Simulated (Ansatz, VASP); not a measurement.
# BAs: VASP beside Ansatz, part 2 of 3

One calculation is typed for both programs; each brings its own data sets. How far apart do they land? The cell is taken from a series of runs on this material, whose earlier steps may have relaxed, scaled, displaced or heated it; both programs get it as it stands.

VASP 6.6.1 and Ansatz 0.2.0.

So far. Step 2 (VASP: single point, r2SCAN, spin-orbit coupling, pair 1): The run ends at a pressure of 24.19 GPa.

## 5. VASP: single point, r2SCAN, spin-orbit coupling, pair 2

Level of this step: r2SCAN, spin-orbit coupling; plane waves and PAW (B, As) (VASP).

With cell and atoms fixed, the geometry can't cause a difference; cores, projectors, grids and the points listed under the comparison can. The cell compared in this pair holds 24.88 Å³, against 24.06 Å³ for the pair before.

Input file INCAR:

```
SYSTEM = BAs
PREC = Accurate
ENCUT = 460
EDIFF = 1E-06
NELM = 200
ISMEAR = 0
SIGMA = 0.01
LREAL = .FALSE.
ALGO = Normal
METAGGA = R2SCAN
LASPH = .TRUE.
LNONCOLLINEAR = .TRUE.
MAGMOM = 0 0 0 0 0 0
NBANDS = 20
GGA_COMPAT = .FALSE.
LSORBIT = .TRUE.
LORBIT = 11
LWAVE = .FALSE.
LCHARG = .FALSE.
ISIF = 2
EFERMI = MIDGAP
LMIXTAU = .TRUE.
KPAR = 2
```

Input file POSCAR:

```
BAs
1.0
    0.0000000000      2.3172108474      2.3172108474
    2.3172108474      0.0000000000      2.3172108474
    2.3172108474      2.3172108474      0.0000000000
B As
1 1
Direct
    0.0000000000      0.0000000000      0.0000000000
    0.7500000000      0.7500000000      0.7500000000
```

Input file KPOINTS:

```
Automatic mesh
0
Gamma
8 8 8
0 0 0
```

The projector-augmented-wave data sets are B and As (PBE family, release 64).

Launch:

```
mpirun -np 2 vasp_ncl
```

Numbers of over 12 decimals in the logs are rounded to 6 here.

Log:

```text
[banner, memory and clock lines left out]
running    2 mpi-ranks, on    1 nodes
[...]
[... a notice as in an earlier step ...]

 LDA part: xc-table for (None), standard interpolation
 POSCAR, INCAR and KPOINTS ok, starting setup
[...]
entering main loop
       N       E                     dE             d eps       ncg     rms          rms(c)
DAV:   1     0.475170681207E+01    0.47517E+01   -0.31378E+03  1720   0.664E+02
DAV:   2    -0.227094038964E+02   -0.27461E+02   -0.25568E+02  2380   0.135E+02
DAV:   3    -0.238475587161E+02   -0.11382E+01   -0.11262E+01  2064   0.232E+01
DAV:   4    -0.238515140711E+02   -0.39554E-02   -0.39545E-02  2096   0.158E+00
[...]
DAV:  14    -0.221398074281E+02   -0.53409E-04   -0.14008E-05  1856   0.350E-02    0.458E-03
DAV:  15    -0.221398010729E+02    0.63553E-05   -0.24397E-06  1948   0.175E-02    0.397E-03
DAV:  16    -0.221398011815E+02   -0.10862E-06   -0.73538E-08  1092   0.294E-03
   1 F= -.22139801E+02 E0= -.22139801E+02  d E =0.000000E+00  mag=    -0.0000    -0.0000     0.0000
```

Parts of OUTCAR (step 5):

```text
  Total        2.6101493      2.6101493      2.6101493     -0.0000000     -0.0000000      0.0000000
  in kB      168.0541621    168.0541621    168.0541621     -0.0000000     -0.0000000      0.0000000
  external PRESSURE =     168.0541621 kB  Pullay stress =       0.0000000 kB

 POSITION                                       TOTAL-FORCE (eV/Angst)
 -----------------------------------------------------------------------------------
      0.00000      0.00000      0.00000         0.000000     -0.000000     -0.000000
      3.47582      3.47582      3.47582        -0.000000      0.000000      0.000000
 -----------------------------------------------------------------------------------
    total drift:                               -0.000000     -0.000000     -0.000000

  FREE ENERGIE OF THE ION-ELECTRON SYSTEM (eV)
  ---------------------------------------------------
  free  energy   TOTEN  =       -22.1398011815 eV

  energy  without entropy=      -22.1398011815  energy(sigma->0) =      -22.13980118

 magnetization (x)
# of ion       s       p       d       tot
------------------------------------------
    1        0.000   0.000   0.000   0.000
    2       -0.000  -0.000   0.000  -0.000
--------------------------------------------------
tot         -0.000   0.000   0.000   0.000

 magnetization (y)
# of ion       s       p       d       tot
------------------------------------------
    1        0.000   0.000   0.000   0.000
    2        0.000  -0.000  -0.000  -0.000
--------------------------------------------------
tot          0.000   0.000  -0.000   0.000

 magnetization (z)
# of ion       s       p       d       tot
------------------------------------------
    1        0.000   0.000   0.000   0.000
    2       -0.000   0.000   0.000   0.000
--------------------------------------------------
tot          0.000   0.000   0.000   0.000

[... 1 part as in an earlier step ...]

[... 2 further parts left out ...]
[key lines of the parts left out:]
E-fermi :   7.7559
```

The run ends at a pressure of 16.81 GPa.

## 6. Ansatz: single point, r2SCAN, spin-orbit coupling, pair 2

The same cell, functional, mesh and smearing now go to Ansatz, which takes its cutoff from its data sets.

The cell is taken from a series of runs on this material, whose earlier steps may have relaxed, scaled, displaced or heated it; both programs get it as it stands.

Input file input.yaml:

```yaml
crystal:
  lattice:
    - [0.0, 2.3172108474, 2.3172108474]
    - [2.3172108474, 0.0, 2.3172108474]
    - [2.3172108474, 2.3172108474, 0.0]
  atoms:
    - { symbol: B, position: [0.0, 0.0, 0.0] }
    - { symbol: As, position: [0.75, 0.75, 0.75] }
kpoints:
  mp_grid: { grid: [8, 8, 8] }
hamiltonian:
  xc: r2scan
  pseudopotentials: { kind: paw_fr, azcp: { folder: soft_1 } }
scf:
  occupations: { method: gaussian, width: 0.01 }
  n_extra_bands: 16
output:
  eigenvalues: true
  eigenstates:
    kpoints:
      - [0.0, 0.401430052, 0.401430052]
      - [0.0, 0.404380416, 0.404380416]
      - [0.002950364, 0.401430052, 0.404380416]
      - [0.002950364, 0.404380416, 0.401430052]
      - [0.002086223, 0.403516275, 0.405602497]
      - [-0.002086223, 0.403516275, 0.401430052]
      - [0.002086223, 0.405602497, 0.403516275]
      - [-0.002086223, 0.401430052, 0.403516275]
      - [0.004172445, 0.403516275, 0.403516275]
      - [0.0, 0.399343829, 0.403516275]
      - [0.003406787, 0.404836839, 0.404836839]
      - [0.0, 0.401430052, 0.404836839]
      - [0.0, 0.404836839, 0.401430052]
      - [0.003406787, 0.401430052, 0.401430052]
      - [0.0, 0.398479687, 0.398479687]
      - [-0.002950364, 0.401430052, 0.398479687]
      - [-0.002950364, 0.398479687, 0.401430052]
      - [-0.002086223, 0.399343829, 0.397257606]
      - [0.002086223, 0.399343829, 0.401430052]
      - [-0.002086223, 0.397257606, 0.399343829]
      - [0.002086223, 0.401430052, 0.399343829]
      - [-0.004172445, 0.399343829, 0.399343829]
      - [0.0, 0.403516275, 0.399343829]
      - [-0.003406787, 0.398023264, 0.398023264]
      - [0.0, 0.401430052, 0.398023264]
      - [0.0, 0.398023264, 0.401430052]
      - [-0.003406787, 0.401430052, 0.401430052]
      - [0.0, 0.412493919, 0.412493919]
      - [0.011063867, 0.401430052, 0.412493919]
      - [0.011063867, 0.412493919, 0.401430052]
      - [0.007823335, 0.409253387, 0.417076722]
      - [-0.007823335, 0.409253387, 0.401430052]
      - [0.007823335, 0.417076722, 0.409253387]
      - [-0.007823335, 0.401430052, 0.409253387]
      - [0.015646671, 0.409253387, 0.409253387]
      - [0.0, 0.393606717, 0.409253387]
      - [0.012775453, 0.414205505, 0.414205505]
      - [0.0, 0.401430052, 0.414205505]
      - [0.0, 0.414205505, 0.401430052]
      - [0.012775453, 0.401430052, 0.401430052]
      - [0.0, 0.390366185, 0.390366185]
      - [-0.011063867, 0.401430052, 0.390366185]
      - [-0.011063867, 0.390366185, 0.401430052]
      - [-0.007823335, 0.393606717, 0.385783381]
      - [0.007823335, 0.393606717, 0.401430052]
      - [-0.007823335, 0.385783381, 0.393606717]
      - [0.007823335, 0.401430052, 0.393606717]
      - [-0.015646671, 0.393606717, 0.393606717]
      - [0.0, 0.409253387, 0.393606717]
      - [-0.012775453, 0.388654599, 0.388654599]
      - [0.0, 0.401430052, 0.388654599]
      - [0.0, 0.388654599, 0.401430052]
      - [-0.012775453, 0.401430052, 0.401430052]
      - [0.0, 0.0, 0.0]
      - [0.0, 0.002950364, 0.002950364]
      - [0.002950364, 0.0, 0.002950364]
      - [0.002950364, 0.002950364, 0.0]
      - [0.002086223, 0.002086223, 0.004172445]
      - [-0.002086223, 0.002086223, 0.0]
      - [0.002086223, 0.004172445, 0.002086223]
      - [-0.002086223, 0.0, 0.002086223]
      - [0.004172445, 0.002086223, 0.002086223]
      - [0.0, -0.002086223, 0.002086223]
      - [0.003406787, 0.003406787, 0.003406787]
      - [0.0, 0.0, 0.003406787]
      - [0.0, 0.003406787, 0.0]
      - [0.003406787, 0.0, 0.0]
      - [0.0, -0.002950364, -0.002950364]
      - [-0.002950364, 0.0, -0.002950364]
      - [-0.002950364, -0.002950364, 0.0]
      - [-0.002086223, -0.002086223, -0.004172445]
      - [0.002086223, -0.002086223, 0.0]
      - [-0.002086223, -0.004172445, -0.002086223]
      - [0.002086223, 0.0, -0.002086223]
      - [-0.004172445, -0.002086223, -0.002086223]
      - [0.0, 0.002086223, -0.002086223]
      - [-0.003406787, -0.003406787, -0.003406787]
      - [0.0, 0.0, -0.003406787]
      - [0.0, -0.003406787, 0.0]
      - [-0.003406787, 0.0, 0.0]
      - [0.0, 0.011063867, 0.011063867]
      - [0.011063867, 0.0, 0.011063867]
      - [0.011063867, 0.011063867, 0.0]
      - [0.007823335, 0.007823335, 0.015646671]
      - [-0.007823335, 0.007823335, 0.0]
      - [0.007823335, 0.015646671, 0.007823335]
      - [-0.007823335, 0.0, 0.007823335]
      - [0.015646671, 0.007823335, 0.007823335]
      - [0.0, -0.007823335, 0.007823335]
      - [0.012775453, 0.012775453, 0.012775453]
      - [0.0, 0.0, 0.012775453]
      - [0.0, 0.012775453, 0.0]
      - [0.012775453, 0.0, 0.0]
      - [0.0, -0.011063867, -0.011063867]
      - [-0.011063867, 0.0, -0.011063867]
      - [-0.011063867, -0.011063867, 0.0]
      - [-0.007823335, -0.007823335, -0.015646671]
      - [0.007823335, -0.007823335, 0.0]
      - [-0.007823335, -0.015646671, -0.007823335]
      - [0.007823335, 0.0, -0.007823335]
      - [-0.015646671, -0.007823335, -0.007823335]
      - [0.0, 0.007823335, -0.007823335]
      - [-0.012775453, -0.012775453, -0.012775453]
      - [0.0, 0.0, -0.012775453]
      - [0.0, -0.012775453, 0.0]
      - [-0.012775453, 0.0, 0.0]
magnetization:
  noncollinear: true
  spin_orbit: true
checkpoint:
  read: start.run
  write: ck
  compress: false
  write_wavefunctions: false
  write_every: 100000
```

Launch:

```
ansatz run input.yaml --threads 4 --pin off --max-ram 9216MiB --backend cpu --events-out ev --progress --plain --runs-dir out
```

Log:

```text
[...]
Crystal: 2 atoms, lattice volume = 24.884 Å³
Basis set: ecut = 500 eV, 609 PW (Γ), exchange–correlation on 96×96×96 points (64 copies of the dense FFT grid, shifted against one another)
Bands: 34, of which v1, the nominal top of the filled ones, is band 18 counted from 1 (17 counted from 0)
Symmetry: 24 space group operations + 24 with time reversal
[...]
k-point 0: bands = [... 14 lower, 12.1619, 12.1619, 12.1619, 12.1619, 15.4991, 15.4991, 15.7237, 15.7237, ... 12 higher]
  k-point 1: bands = [... 14 lower, 11.5116, 11.5116, 11.6449, 11.6472, 16.0628, 16.0628, 16.2850, 16.2850, ... 12 higher]
  k-point 2: bands = [... 14 lower, 10.6834, 10.6834, 10.8249, 10.8275, 15.9476, 15.9476, 17.1530, 17.1530, ... 12 higher]
  k-point 28: bands = [... 14 lower, 5.6816, 5.8270, 6.0850, 6.1020, 17.8134, 17.8231, 19.0839, 19.0860, ... 12 higher]
[key lines of the parts left out:]
SCF converged after 2 iterations
Magnetization: |M| = 0.0000 μB,  M = (+0.0000, +0.0000, +0.0000) μB
Free energy (F): -5018.229198 eV
Fermi energy:    12.774130 eV
```

## 7. Side by side

What differs besides the data sets and the points named for the pairs above, as far as they apply: the data sets hold 18 valence electrons in Ansatz (on its PAW fully relativistic soft_1 files) and 8 in VASP. Total energies have different zeros and are not compared.

The two programs side by side:

```csv
quantity,Ansatz,VASP,difference
gap on the k mesh (eV),1.225,1.220,+0.004
```

A gap on the mesh is an upper bound, since the band edges may lie between its points.

[end of part 2 of 3]

[Lines on the potential files, build, host, timing and source positions are cut from VASP's logs without a mark.]

[Logs are printed without paths, hosts, clocks, repeated set-up lines and the standing remarks that a program may print on its own settings, such as how far it seeks lower states.]

[Hosts, paths, dates, database ids (printed as entryN), source tags and the programs' standing remarks are cut or masked in the printed files.]
